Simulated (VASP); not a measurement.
These are PBE GGA, VASP's PBE PAW potentials (set 64) (plane waves; VASP) values and carry that method's errors.

The input files of a VASP run:

INCAR:
```
# general
SYSTEM   =  Rh
PREC     =  Accurate
ENCUT    =  520
LREAL    =  .FALSE.   # projection in real space or not
LASPH    =  .TRUE.

# electronic loop
EDIFF    =  1E-7   # SCF stop (eV)
NELM     =  100   # most electronic steps
ALGO     =  Normal   # blocked Davidson
LMAXMIX  =  4   # l cut-off of mixed one-centre charges

# smearing
ISMEAR   =  1
SIGMA    =  0.1

# functional
GGA      =  PE   # PBE

# ions
ISIF     =  2   # forces and stress, cell fixed

# output
LWAVE    =  .FALSE.
LCHARG   =  .FALSE.
```

KPOINTS:
```
Automatic mesh
0
Gamma
16 16 16
0 0 0
```

### POSCAR
```
Rh
2.6525970
  0.0000000000   0.7071066848   0.7071066848
  0.7071066848   0.0000000000   0.7071066848
  0.7071066848   0.7071066848   0.0000000000
Rh
1
Cartesian
  0.0000000000   0.0000000000   0.0000000000
```

POTCAR, in this order: Rh_pv (PBE.64 set). Program: vasp_std.

Output of the run:

File OSZICAR:
```
       N       E                     dE             d eps       ncg     rms          rms(c)
DAV:   1     0.113444021488E+03    0.11344E+03   -0.93729E+03  3226   0.147E+03
DAV:   2    -0.624139869487E+01   -0.11969E+03   -0.11468E+03  3280   0.388E+02
DAV:   3    -0.768869920888E+01   -0.14473E+01   -0.14399E+01  3721   0.486E+01
DAV:   4    -0.769733967527E+01   -0.86405E-02   -0.86398E-02  3527   0.383E+00
DAV:   5    -0.769747290989E+01   -0.13323E-03   -0.13323E-03  3609   0.435E-01    0.113E+01
DAV:   6    -0.723480231117E+01    0.46267E+00   -0.10430E+00  3307   0.154E+01    0.416E+00
DAV:   7    -0.721403674308E+01    0.20766E-01   -0.29453E-02  3619   0.232E+00    0.186E+00
DAV:   8    -0.721037036132E+01    0.36664E-02   -0.49771E-03  3325   0.114E+00    0.251E-01
DAV:   9    -0.721015813481E+01    0.21223E-03   -0.26275E-04  3670   0.268E-01    0.201E-02
DAV:  10    -0.721016253136E+01   -0.43965E-05   -0.36543E-06  3599   0.256E-02    0.322E-03
DAV:  11    -0.721016243988E+01    0.91486E-07   -0.53034E-07  3613   0.108E-02
   1 F= -.72101624E+01 E0= -.72100711E+01  d E =-.273902E-03
```

**OUTCAR**
```
------------------------ aborting loop because EDIFF is reached ----------------------------------------
  FORCE on cell =-STRESS in cart. coord.  units (eV):
  Direction    XX          YY          ZZ          XY          YZ          ZX
  --------------------------------------------------------------------------------------
  Total        1.5534069      1.5534069      1.5534069     -0.0000000     -0.0000000     -0.0000000
  in kB      188.5806685    188.5806685    188.5806685     -0.0000000     -0.0000000     -0.0000000
  external PRESSURE =     188.5806685 kB  Pullay stress =       0.0000000 kB
  volume of cell :       13.20
      direct lattice vectors                 reciprocal lattice vectors
     0.000000000  1.875669071  1.875669071    -0.266571544  0.266571544  0.266571544
     1.875669071  0.000000000  1.875669071     0.266571544 -0.266571544  0.266571544
     1.875669071  1.875669071  0.000000000     0.266571544  0.266571544 -0.266571544
 POSITION                                       TOTAL-FORCE (eV/Angst)
 -----------------------------------------------------------------------------------
      0.00000      0.00000      0.00000         0.000000      0.000000      0.000000
 -----------------------------------------------------------------------------------
    total drift:                               -0.000000     -0.000000     -0.000000
  FREE ENERGIE OF THE ION-ELECTRON SYSTEM (eV)
  ---------------------------------------------------
  free  energy   TOTEN  =        -7.2101624399 eV

  energy  without entropy=       -7.2098885379  energy(sigma->0) =       -7.21007114
```
(Selected blocks of OUTCAR.)

The compound is Rh in the fcc structure. This cell is one point of a volume scan, at 0.94 of the reference volume.
